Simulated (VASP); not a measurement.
Ta:

```xyz
1
Lattice="-1.6513 1.6513 1.6513 1.6513 -1.6513 1.6513 1.6513 1.6513 -1.6513" Properties=species:S:1:pos:R:3 pbc="T T T"
Ta    0.0000    0.0000    0.0000
```

```yaml
Program: VASP 6.6.1
Task: relaxation of cell and atoms
Functional: PBE
Potentials_or_basis: VASP PAW PBE potentials, release 64 (Ta_pv)
Cutoff: 700 eV
k_mesh: 18 × 18 × 18
Occupations: gaussian, width 0.1 eV
Spin: no spin polarisation
```

At the start: pressure 3.1 GPa; volume 18.01 Å³/atom.

Q: Where does the relaxation end?

A: Over 15 steps the energy falls by 2.7 meV/atom and the volume is 18.29 Å³/atom (+1.6 %); space group Im-3m (No. 229, to 0.05 Å).

Step by step:
| step | energy change (eV) | largest force (eV/Å) | pressure (GPa) | volume (Å³) |
| --- | --- | --- | --- | --- |
| 1 | 0.0000 | 0.0000 | 3.08 | 18.01 |
| 2 | 0.0103 | 0.0000 | -6.30 | 18.93 |
| 3 | -0.0027 | 0.0000 | -0.03 | 18.29 |
| 4 | -0.0027 | 0.0000 | 0.04 | 18.29 |
| 5 | -0.0027 | 0.0000 | 0.03 | 18.29 |
| 6 | -0.0027 | 0.0000 | 0.03 | 18.29 |
| 7 | -0.0027 | 0.0000 | 0.03 | 18.29 |
| 8 | -0.0027 | 0.0000 | 0.03 | 18.29 |
| 9 | -0.0027 | 0.0000 | 0.03 | 18.29 |
| 10 | -0.0027 | 0.0000 | 0.03 | 18.29 |
| 11 | -0.0027 | 0.0000 | 0.03 | 18.29 |
| 12 | -0.0027 | 0.0000 | 0.03 | 18.29 |
| 13 | -0.0027 | 0.0000 | 0.03 | 18.29 |
| 14 | -0.0027 | 0.0000 | 0.03 | 18.29 |
| 15 | -0.0027 | 0.0000 | 0.01 | 18.29 |

Final structure:
```xyz
1
Lattice="-1.6598 1.6598 1.6598 1.6598 -1.6598 1.6598 1.6598 1.6598 -1.6598" Properties=species:S:1:pos:R:3 pbc="T T T"
Ta    0.0000    0.0000    0.0000
```
